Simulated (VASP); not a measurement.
# GW on MgO: a test of the settings

Aim: test the GW correction to the gap of MgO. The starting structure is a cell with measured lattice constants from the literature and the atomic positions of a Crystallography Open Database entry. Cell and atoms stay as given.

Program: VASP 6.6.1. Level of theory: GW on LDA orbitals, with plane waves and PAW data sets made for GW. Results are calculated unless marked as measured.

**1. The structure**

Symmetry: Fm-3m, No. 225, cubic system. The conventional cell has a = 4.213 Å, b = 4.213 Å, c = 4.213 Å, α = 90.00°, β = 90.00°, γ = 90.00°. Nearest to Mg lie 6 O at 2.11 Å. Nearest to O lie 6 Mg at 2.11 Å. Farther neighbours and most contacts between anions are not listed.

**2. G0W0 (response cutoff 100 eV, 4×4×4 mesh)**

It reads the orbitals and their derivatives (WAVECAR and WAVEDER) of a run with the empty bands, which follows a ground-state run; neither is shown.

File INCAR:

```
SYSTEM = MgO
PREC = Accurate
ENCUT = 440
ISMEAR = 0
SIGMA = 0.01
LREAL = .FALSE.
GGA = CA
NBANDS = 44
ALGO = EVGW0
NELMGW = 1
ENCUTGW = 100
NOMEGA = 40
PRECFOCK = Fast
NBANDSGW = 12
LWAVE = .FALSE.
LCHARG = .FALSE.
```

File POSCAR:

```
MgO
1.0
    0.0000000000      2.1064000000      2.1064000000
    2.1064000000      0.0000000000      2.1064000000
    2.1064000000      2.1064000000      0.0000000000
Mg O
1 1
Direct
    0.0000000000      0.0000000000      0.0000000000
    0.5000000000      0.5000000000      0.5000000000
```

File KPOINTS:

```
Automatic mesh
0
Gamma
4 4 4
0 0 0
```

PAW data sets: Mg_GW and O_GW (LDA family, release 64).

Run with:

```console
$ mpirun -np 4 vasp_std
```

What it wrote:

```text
[banner, memory and clock lines left out]
running    4 mpi-ranks, on    1 nodes
 distrk:  each k-point on    4 cores,    1 groups
 distr:  one band on    1 cores,    4 groups

 POSCAR found type information on POSCAR MgO
 POSCAR found :  2 types and       2 ions
|                                                                             |
|           W    W    AA    RRRRR   N    N  II  N    N   GGGG   !!!           |
|           W    W   A  A   R    R  NN   N  II  NN   N  G    G  !!!           |
|           W    W  A    A  R    R  N N  N  II  N N  N  G       !!!           |
|           W WW W  AAAAAA  RRRRR   N  N N  II  N  N N  G  GGG   !            |
|           WW  WW  A    A  R   R   N   NN  II  N   NN  G    G                |
|           W    W  A    A  R    R  N    N  II  N    N   GGGG   !!!           |
|                                                                             |
|     The default for ENCUTGWSOFT is different in this version of VASP.       |
|     please manually set ENCUTGWSOFT =100 in the INCAR file.                 |
|                                                                             |

 LDA part: xc-table for (Slater(with rela. corr.)+CA(PZ))
 , standard interpolation
 found WAVECAR, reading the header
 POSCAR, INCAR and KPOINTS ok, starting setup
 FFT: planning ... GRIDC
 FFT: planning ... GRID_SOFT
 FFT: planning ... GRID
 reading WAVECAR
 the WAVECAR file was read successfully
 initial charge from wavefunction
 available memory per node:    258.57 GB, setting MAXMEM to    264774

 The Fermi energy was updated, please check that it is located mid-gap
 values below the HOMO (VB) or above the LUMO (CB) will cause erroneous energies
 E-fermi :   5.2111

 calculate exact exchange contribution
 the WAVEDER file was read successfully
energies w=
    0.000    0.000    1.026    0.000    2.046    0.000    3.054    0.000
    4.046    0.000    5.020    0.000    5.972    0.000    6.903    0.000
    7.813    0.000    8.705    0.000    9.581    0.000   10.445    0.000
   11.301    0.000   12.152    0.000   13.004    0.000   13.863    0.000
   14.733    0.000   15.622    0.000   16.535    0.000   17.483    0.000
   18.474    0.000   19.519    0.000   20.632    0.000   21.828    0.000
   23.127    0.000   24.553    0.000   26.140    0.000   27.926    0.000
   29.967    0.000   32.336    0.000   35.137    0.000   38.514    0.000
   42.685    0.000   47.985    0.000   54.958    0.000   64.553    0.000
   78.580    0.000  100.981    0.000  142.250    0.000  242.827    0.000
 responsefunction array rank=      52
 LDA part: xc-table for (Slater(with rela. corr.)+CA(PZ))
 , standard interpolation

 min. memory requirement per mpi rank     47.8 MB, per node    191.3 MB

 allocating  10 responsefunctions rank=    52
 shmem allocating  40 responsefunctions rank=    52
 response function shared by NCSHMEM nodes    1
 Doing           10  frequencies on each core in blocks of           40
NQ=   1    0.0000    0.0000    0.0000,
|.........|.........|.........|.........|.........|.........|.........|.........
 performed         28000 updates of chi_q(r,r)
 total number of BLAS operations          0.60 Gflops
NQ=   2    0.2500    0.0000    0.0000,
|.........|.........|.........|.........|.........|.........|.........|.........
 performed         94000 updates of chi_q(r,r)
 total number of BLAS operations          1.74 Gflops
NQ=   3    0.5000    0.0000    0.0000,
|.........|.........|.........|.........|.........|.........|.........|.........
 performed        141000 updates of chi_q(r,r)
 total number of BLAS operations          2.35 Gflops
NQ=   4    0.2500    0.2500    0.0000,
|.........|.........|.........|.........|.........|.........|.........|.........
 performed        200000 updates of chi_q(r,r)
 total number of BLAS operations          3.23 Gflops
NQ=   5    0.5000    0.2500    0.0000,
|.........|.........|.........|.........|.........|.........|.........|.........
 performed        283000 updates of chi_q(r,r)
 total number of BLAS operations          4.41 Gflops
NQ=   6   -0.2500    0.2500    0.0000,
|.........|.........|.........|.........|.........|.........|.........|.........
 performed        356000 updates of chi_q(r,r)
 total number of BLAS operations          5.45 Gflops
NQ=   7    0.5000    0.5000    0.0000,
|.........|.........|.........|.........|.........|.........|.........|.........
 performed        399000 updates of chi_q(r,r)
 total number of BLAS operations          6.01 Gflops
NQ=   8   -0.2500    0.5000    0.2500,
|.........|.........|.........|.........|.........|.........|.........|.........
 performed        459000 updates of chi_q(r,r)
 total number of BLAS operations          6.95 Gflops
 resolving degeneracies of screened two electron integrals

 calculate QP shifts <psi_nk| G(iteration)W_0 |psi_nk>: iteration 1
 entering main loop
```

Wall time 2.2 s (4 MPI ranks of Intel Xeon 6975P-C (Granite Rapids), shared host); peak memory 0.41 GiB; 7 s of CPU time.

The logs omit lines about the potential files and the build; timing stands in the text.

OUTCAR, selected parts (step 2):

```text
ion  position               nearest neighbor table
   1  0.000  0.000  0.000-   2 2.11   2 2.11   2 2.11   2 2.11   2 2.11   2 2.11
   2  0.500  0.500  0.500-   1 2.11   1 2.11   1 2.11   1 2.11   1 2.11   1 2.11

  LATTYP: Found a face centered cubic cell.
 ALAT       =     4.2128000000

 Subroutine GETGRP returns: Found 48 space group operations
 (whereof 48 operations were pure point group operations)

The static configuration has the point symmetry O_h .

 Found      8 irreducible k-points:

   k-points           NKPTS =      8   k-points in BZ     NKDIM =     64   number of bands    NBANDS=     44

   dimension x,y,z NGX =    20 NGY =   20 NGZ =   20
   dimension x,y,z NGXF=    40 NGYF=   40 NGZF=   40

   ENCUT  =  440.0 eV  32.34 Ry    5.69 a.u.   5.09  5.09  5.09*2*pi/ulx,y,z

   NELECT =       8.0000    total number of electrons

  energy-cutoff  :      440.00
  volume of cell :       18.69
      direct lattice vectors                 reciprocal lattice vectors
     0.000000000  2.106400000  2.106400000    -0.237371819  0.237371819  0.237371819
     2.106400000  0.000000000  2.106400000     0.237371819 -0.237371819  0.237371819
     2.106400000  2.106400000  0.000000000     0.237371819  0.237371819 -0.237371819

 k-points in reciprocal lattice and weights: Automatic mesh
   0.00000000  0.00000000  0.00000000       0.016
   0.25000000  0.00000000  0.00000000       0.125
   0.50000000  0.00000000  0.00000000       0.062
   0.25000000  0.25000000  0.00000000       0.094
   0.50000000  0.25000000  0.00000000       0.375
  -0.25000000  0.25000000  0.00000000       0.188
   0.50000000  0.50000000  0.00000000       0.047
  -0.25000000  0.50000000  0.25000000       0.094

 E-fermi :   5.2111

 QP shifts <psi_nk| G(iteration)W_0 |psi_nk>: iteration 1
 for sc-GW calculations column KS-energies equals QP-energies in previous step
 and V_xc(KS)=  KS-energies - (<T + V_ion + V_H > + <T+V_H+V_ion>^1  + <V_x>^1)
 k-point   1 :       0.0000    0.0000    0.0000
  band No.  KS-energies  QP-energies   sigma(KS)   V_xc(KS)     V^pw_x(r,r')   Z            occupation Imag(sigma)
      1     -14.1144     -16.3246     -20.9135     -17.7986     -29.5963       0.7096       2.0000       1.2160
      2       2.8907       1.9374     -21.0304     -19.8087     -25.2191       0.7803       2.0000       0.1321
      3       2.8907       1.9374     -21.0304     -19.8087     -25.2191       0.7803       2.0000       0.1321
      4       2.8907       1.9374     -21.0304     -19.8087     -25.2191       0.7803       2.0000       0.1321
      5       7.5314       9.0317     -10.8543     -12.6610      -7.4381       0.8304       0.0000      -0.0937
      6      18.4037      20.1776      -7.5107      -9.6748      -3.0649       0.8197       0.0000      -0.1579
      7      18.4037      20.1776      -7.5107      -9.6748      -3.0649       0.8197       0.0000      -0.1579
      8      18.4037      20.1776      -7.5107      -9.6748      -3.0649       0.8197       0.0000      -0.1579
    ...

 k-point   2 :       0.2500    0.0000    0.0000
  band No.  KS-energies  QP-energies   sigma(KS)   V_xc(KS)     V^pw_x(r,r')   Z            occupation Imag(sigma)
      1     -13.5004     -15.7580     -21.4575     -18.3212     -30.0605       0.7198       2.0000       1.1547
      2       0.1911      -1.0822     -18.3326     -16.6888     -22.4464       0.7746       2.0000       0.1609
      3       2.5425       1.5386     -20.7222     -19.4359     -24.9382       0.7805       2.0000       0.1359
      4       2.5425       1.5386     -20.7222     -19.4359     -24.9382       0.7805       2.0000       0.1359
      5       9.8539      11.5564     -11.3568     -13.4338      -7.8360       0.8197       0.0000      -0.1029
      6      15.2279      17.0888      -9.4108     -11.7068      -5.1132       0.8105       0.0000      -0.1473
      7      19.2167      21.1058      -7.7212     -10.0403      -3.1688       0.8146       0.0000      -0.1751
      8      19.2167      21.1058      -7.7212     -10.0403      -3.1688       0.8146       0.0000      -0.1751
    ...

 k-point   3 :       0.5000    0.0000    0.0000
  band No.  KS-energies  QP-energies   sigma(KS)   V_xc(KS)     V^pw_x(r,r')   Z            occupation Imag(sigma)
      1     -12.7635     -15.0670     -22.2635     -19.1003     -30.8041       0.7282       2.0000       1.0822
      2      -1.8166      -3.2737     -16.9121     -14.9962     -21.3185       0.7605       2.0000       0.2128
      3       2.2243       1.1742     -20.4801     -19.1333     -24.7341       0.7796       2.0000       0.1389
      4       2.2243       1.1742     -20.4801     -19.1333     -24.7341       0.7796       2.0000       0.1389
      5      10.6097      12.1391      -8.9366     -10.7808      -5.0550       0.8293       0.0000      -0.1097
      6      15.2732      17.6802     -13.0475     -16.1365      -8.7024       0.7792       0.0000      -0.1694
      7      18.8257      20.8151      -7.5466      -9.9741      -3.0787       0.8195       0.0000      -0.1589
      8      18.8257      20.8151      -7.5466      -9.9741      -3.0787       0.8195       0.0000      -0.1589
    ...

 k-point   4 :       0.2500    0.2500    0.0000
  band No.  KS-energies  QP-energies   sigma(KS)   V_xc(KS)     V^pw_x(r,r')   Z            occupation Imag(sigma)
      1     -13.3279     -15.5912     -21.6171     -18.4853     -30.2068       0.7227       2.0000       1.1395
      2       0.2242      -1.0494     -18.4166     -16.7740     -22.5357       0.7753       2.0000       0.1601
      3       2.1408       1.0601     -20.2842     -18.8977     -24.4981       0.7794       2.0000       0.1388
      4       2.1408       1.0601     -20.2842     -18.8977     -24.4981       0.7794       2.0000       0.1388
      5      10.8273      12.7233     -12.2307     -14.5669      -8.7010       0.8116       0.0000      -0.1091
      6      13.8118      15.3510      -7.3862      -9.2355      -3.2086       0.8323       0.0000      -0.1239
      7      18.0081      20.0386      -7.8133     -10.3092      -3.2991       0.8136       0.0000      -0.1648
      8      20.0172      22.0565      -9.0052     -11.5743      -4.1204       0.7938       0.0000      -0.2368
    ...

[... 4 further parts left out ...]
```

G0W0 (response cutoff 100 eV, 4×4×4 mesh): the quasiparticle gap on this mesh is 7.094 eV, +2.454 eV from the LDA gap on the same points, with 44 bands.

**3. G0W0 (response cutoff 160 eV, 4×4×4 mesh)**

It reads the orbitals and their derivatives (WAVECAR and WAVEDER) of a run with the empty bands, which follows a ground-state run; neither is shown.

INCAR: that of step 2 with these lines changed.

```diff
@@ -7,6 +7,6 @@
 GGA = CA
-NBANDS = 44
+NBANDS = 88
 ALGO = EVGW0
 NELMGW = 1
-ENCUTGW = 100
+ENCUTGW = 160
 NOMEGA = 40
```

POSCAR is that of step 2.

KPOINTS is that of step 2.

Run with:

```console
$ mpirun -np 4 vasp_std
```

What it wrote:

```text
[banner, memory and clock lines left out]
running    4 mpi-ranks, on    1 nodes
[...]
|                                                                             |
|           W    W    AA    RRRRR   N    N  II  N    N   GGGG   !!!           |
|           W    W   A  A   R    R  NN   N  II  NN   N  G    G  !!!           |
|           W    W  A    A  R    R  N N  N  II  N N  N  G       !!!           |
|           W WW W  AAAAAA  RRRRR   N  N N  II  N  N N  G  GGG   !            |
|           WW  WW  A    A  R   R   N   NN  II  N   NN  G    G                |
|           W    W  A    A  R    R  N    N  II  N    N   GGGG   !!!           |
|                                                                             |
|     The default for ENCUTGWSOFT is different in this version of VASP.       |
|     please manually set ENCUTGWSOFT =160 in the INCAR file.                 |
|                                                                             |

 LDA part: xc-table for (Slater(with rela. corr.)+CA(PZ))
[...]
total number of BLAS operations         15.86 Gflops
NQ=   4    0.2500    0.2500    0.0000,
|.........|.........|.........|.........|.........|.........|.........|.........
 performed        412000 updates of chi_q(r,r)
 total number of BLAS operations         22.70 Gflops
NQ=   5    0.5000    0.2500    0.0000,
|.........|.........|.........|.........|.........|.........|.........|.........
 performed        581000 updates of chi_q(r,r)
 total number of BLAS operations         33.46 Gflops
NQ=   6   -0.2500    0.2500    0.0000,
|.........|.........|.........|.........|.........|.........|.........|.........
 performed        729000 updates of chi_q(r,r)
 total number of BLAS operations         42.87 Gflops
NQ=   7    0.5000    0.5000    0.0000,
|.........|.........|.........|.........|.........|.........|.........|.........
 performed        818000 updates of chi_q(r,r)
 total number of BLAS operations         48.93 Gflops
NQ=   8   -0.2500    0.5000    0.2500,
|.........|.........|.........|.........|.........|.........|.........|.........
 performed        941000 updates of chi_q(r,r)
 total number of BLAS operations         55.89 Gflops
 resolving degeneracies of screened two electron integrals

 calculate QP shifts <psi_nk| G(iteration)W_0 |psi_nk>: iteration 1
 entering main loop
[key lines of the parts left out:]
E-fermi :   5.2111
```

Elapsed: 4 s, on 4 MPI ranks; peak memory 0.47 GiB.

OUTCAR, selected parts (step 3):

```text
 QP shifts <psi_nk| G(iteration)W_0 |psi_nk>: iteration 1
 for sc-GW calculations column KS-energies equals QP-energies in previous step
 and V_xc(KS)=  KS-energies - (<T + V_ion + V_H > + <T+V_H+V_ion>^1  + <V_x>^1)
 k-point   1 :       0.0000    0.0000    0.0000
  band No.  KS-energies  QP-energies   sigma(KS)   V_xc(KS)     V^pw_x(r,r')   Z            occupation Imag(sigma)
      1     -14.1144     -16.4082     -21.0735     -17.7986     -29.5963       0.7004       2.0000       1.2403
      2       2.8907       1.7095     -21.3299     -19.8087     -25.2191       0.7765       2.0000       0.1529
      3       2.8907       1.7095     -21.3299     -19.8087     -25.2191       0.7765       2.0000       0.1529
      4       2.8907       1.7095     -21.3299     -19.8087     -25.2191       0.7765       2.0000       0.1529
      5       7.5314       9.0050     -10.8818     -12.6610      -7.4381       0.8282       0.0000      -0.0749
      6      18.4037      20.0736      -7.6382      -9.6748      -3.0649       0.8200       0.0000      -0.1532
      7      18.4037      20.0736      -7.6382      -9.6748      -3.0649       0.8200       0.0000      -0.1532
      8      18.4037      20.0736      -7.6382      -9.6748      -3.0649       0.8200       0.0000      -0.1532
    ...

[... 1 part as in an earlier step ...]

[... 2 further parts left out ...]
[key lines of the parts left out:]
E-fermi :   5.2111
```

G0W0 (response cutoff 160 eV, 4×4×4 mesh): the quasiparticle gap on this mesh is 7.296 eV, +2.655 eV from the LDA gap on the same points, with 88 bands.

**4. G0W0 (response cutoff 240 eV, 4×4×4 mesh)**

It reads the orbitals and their derivatives (WAVECAR and WAVEDER) of a run with the empty bands, which follows a ground-state run; neither is shown.

INCAR: that of step 3 with these lines changed.

```diff
@@ -7,6 +7,6 @@
 GGA = CA
-NBANDS = 88
+NBANDS = 160
 ALGO = EVGW0
 NELMGW = 1
-ENCUTGW = 160
+ENCUTGW = 240
 NOMEGA = 40
```

POSCAR is that of step 3.

KPOINTS is that of step 3.

Run with:

```console
$ mpirun -np 4 vasp_std
```

What it wrote:

```text
[banner, memory and clock lines left out]
running    4 mpi-ranks, on    1 nodes
[...]
|                                                                             |
|           W    W    AA    RRRRR   N    N  II  N    N   GGGG   !!!           |
|           W    W   A  A   R    R  NN   N  II  NN   N  G    G  !!!           |
|           W    W  A    A  R    R  N N  N  II  N N  N  G       !!!           |
|           W WW W  AAAAAA  RRRRR   N  N N  II  N  N N  G  GGG   !            |
|           WW  WW  A    A  R   R   N   NN  II  N   NN  G    G                |
|           W    W  A    A  R    R  N    N  II  N    N   GGGG   !!!           |
|                                                                             |
|     The default for ENCUTGWSOFT is different in this version of VASP.       |
|     please manually set ENCUTGWSOFT =240 in the INCAR file.                 |
|                                                                             |

 LDA part: xc-table for (Slater(with rela. corr.)+CA(PZ))
[...]
total number of BLAS operations        108.70 Gflops
NQ=   4    0.2500    0.2500    0.0000,
|.........|.........|.........|.........|.........|.........|.........|.........
 performed        758000 updates of chi_q(r,r)
 total number of BLAS operations        157.04 Gflops
NQ=   5    0.5000    0.2500    0.0000,
|.........|.........|.........|.........|.........|.........|.........|.........
 performed       1068000 updates of chi_q(r,r)
 total number of BLAS operations        219.01 Gflops
NQ=   6   -0.2500    0.2500    0.0000,
|.........|.........|.........|.........|.........|.........|.........|.........
 performed       1339000 updates of chi_q(r,r)
 total number of BLAS operations        271.94 Gflops
NQ=   7    0.5000    0.5000    0.0000,
|.........|.........|.........|.........|.........|.........|.........|.........
 performed       1503000 updates of chi_q(r,r)
 total number of BLAS operations        301.52 Gflops
NQ=   8   -0.2500    0.5000    0.2500,
|.........|.........|.........|.........|.........|.........|.........|.........
 performed       1728000 updates of chi_q(r,r)
 total number of BLAS operations        345.48 Gflops
 resolving degeneracies of screened two electron integrals

 calculate QP shifts <psi_nk| G(iteration)W_0 |psi_nk>: iteration 1
 entering main loop
[key lines of the parts left out:]
E-fermi :   5.2111
```

Wall time 6.8 s (4 MPI ranks); peak memory 0.61 GiB; 25 s of CPU time.

OUTCAR, selected parts (step 4):

```text
 QP shifts <psi_nk| G(iteration)W_0 |psi_nk>: iteration 1
 for sc-GW calculations column KS-energies equals QP-energies in previous step
 and V_xc(KS)=  KS-energies - (<T + V_ion + V_H > + <T+V_H+V_ion>^1  + <V_x>^1)
 k-point   1 :       0.0000    0.0000    0.0000
  band No.  KS-energies  QP-energies   sigma(KS)   V_xc(KS)     V^pw_x(r,r')   Z            occupation Imag(sigma)
      1     -14.1144     -16.5440     -21.3038     -17.7986     -29.5963       0.6932       2.0000       1.1861
      2       2.8907       1.5203     -21.5787     -19.8087     -25.2191       0.7742       2.0000       0.0926
      3       2.8907       1.5203     -21.5787     -19.8087     -25.2191       0.7742       2.0000       0.0926
      4       2.8907       1.5203     -21.5787     -19.8087     -25.2191       0.7742       2.0000       0.0926
      5       7.5314       8.9321     -10.9644     -12.6610      -7.4381       0.8256       0.0000      -0.1165
      6      18.4037      20.0430      -7.6794      -9.6748      -3.0649       0.8216       0.0000      -0.1636
      7      18.4037      20.0430      -7.6794      -9.6748      -3.0649       0.8216       0.0000      -0.1636
      8      18.4037      20.0430      -7.6794      -9.6748      -3.0649       0.8216       0.0000      -0.1636
    ...

[... 1 part as in an earlier step ...]

[... 2 further parts left out ...]
[key lines of the parts left out:]
E-fermi :   5.2111
```

G0W0 (response cutoff 240 eV, 4×4×4 mesh): the quasiparticle gap on this mesh is 7.412 eV, +2.771 eV from the LDA gap on the same points, with 160 bands.

(Continued in part 2 of 2.)

[Lines on the potential files, build, host, timing and source positions are cut from VASP's logs without a mark.]

[Logs are printed without paths, hosts, clocks, repeated set-up lines and the standing remarks that a program may print on its own settings, such as how far it seeks lower states.]

[Hosts, paths, dates, database ids (printed as entryN), source tags and the programs' standing remarks are cut or masked in the printed files.]
